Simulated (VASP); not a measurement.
These are PBE GGA, VASP's PBE PAW potentials (set 64) (plane waves; VASP) values and carry that method's errors.

Input for VASP

### POSCAR
```
Tb
5.6184250
  0.3176338565  -0.5568469811   0.0000000000
  0.3176338565   0.5568469811   0.0000000000
  0.0000000000   0.0000000000   1.0000000000
Tb
2
direct
  0.3333330000   0.6666670000   0.2500000000
  0.6742510000   0.3409170000   0.7500000000
```

**KPOINTS**
```
Automatic mesh
0
Gamma
11 11 6
```

**INCAR**
```
ALGO = Normal
EDIFF = 1E-6
ENCUT = 400
GGA = PE
ISIF = 2
ISMEAR = -5
LASPH = T
LCHARG = F
LMAXMIX = 6
LREAL = F
LWAVE = F
NELM = 100
PREC = Accurate
SYSTEM = Tb
```

POTCAR, in this order: Tb_3 (PBE.64 set). Program: vasp_std.

The 4f electrons are frozen in the core of the lanthanide potential, so 4f levels, which can set the real gap, and their magnetism are missing.

**Question.** Predict the energy per atom (σ→0), band gap (on the k-mesh).

**Answer.** 
```json
{
 "energy per atom (σ→0)": "-4.553 eV/atom",
 "band gap (on the k-mesh)": "none (metal, semimetal or under 0.01 eV)"
}
```

OSZICAR:
```
...
DAV:   6    -0.909655465453E+01   -0.25954E-02   -0.21130E-02  7291   0.123E+00    0.143E+01
DAV:   7    -0.910576847102E+01   -0.92138E-02   -0.38993E-02  7381   0.168E+00    0.220E-01
DAV:   8    -0.910547265507E+01    0.29582E-03   -0.21385E-03  7204   0.376E-01    0.613E-02
DAV:   9    -0.910547919048E+01   -0.65354E-05   -0.21450E-04  7789   0.115E-01    0.323E-02
DAV:  10    -0.910547017713E+01    0.90134E-05   -0.30768E-05  7139   0.413E-02    0.375E-02
DAV:  11    -0.910547183942E+01   -0.16623E-05   -0.39418E-06  6909   0.151E-02    0.105E-03
DAV:  12    -0.910547229342E+01   -0.45400E-06   -0.28832E-07  3677   0.479E-03
   1 F= -.91054723E+01 E0= -.91054723E+01  d E =0.000000E+00
```

The compound is Tb in the hcp structure. The cell was not relaxed at this level, atoms are displaced from their ideal sites. The run is one of a series of settings (ISMEAR = -5, SIGMA removed against the base run), some of them coarse on purpose.
